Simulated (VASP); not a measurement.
Input of a VASP 6.6.1 run:

File INCAR:

```
SYSTEM = Ga2As3
  PREC = Accurate
  ENCUT = 520
  EDIFF = 1E-7
  ISMEAR = -1
  SIGMA = 0.05
  LREAL = .False.
  LASPH = .True.
  NELM = 60
  ALGO = Normal
  ISIF = 2
  LWAVE = .False.
  LCHARG = .False.
  GGA = PE
  NBANDS = 28
```

File KPOINTS:

```
Automatic mesh
0
Gamma
  7 7 5
  0 0 0
```

The input POSCAR:

```
Ga2As3
1.0
    4.5830595800      0.0000000000      0.0000000000
   -2.2915297900      3.9690460300      0.0000000000
    0.0000000000      0.0000000000      5.6278310900
Ga As
2 3
Direct
    0.6666666700      0.3333333300      0.5000000000
    0.3333333300      0.6666666700      0.0000000000
    0.0000000000      0.0000000000      0.7454000100
    0.0000000000      0.0000000000      0.2545999900
    0.6666666700      0.3333333300      0.0000000000
```

Potentials or basis: VASP PAW PBE potentials, release 64 (Ga_d, As).

Command:

```console
$ cat potpaw_PBE.64/Ga_d/POTCAR potpaw_PBE.64/As/POTCAR > POTCAR
$ mpirun -np 1 vasp_std > vasp.out
```

Q: What does it give for the band gap on the k mesh?

A: None (metal or under the smearing width).

Q: What does it give for the pressure?

A: 3.3 GPa.

Q: Estimate the largest force.

A: 0.942 eV/Å.

Stress tensor (GPa, compression positive):
```
3.47 0.00 0.00
0.00 3.47 0.00
0.00 0.00 2.85
```
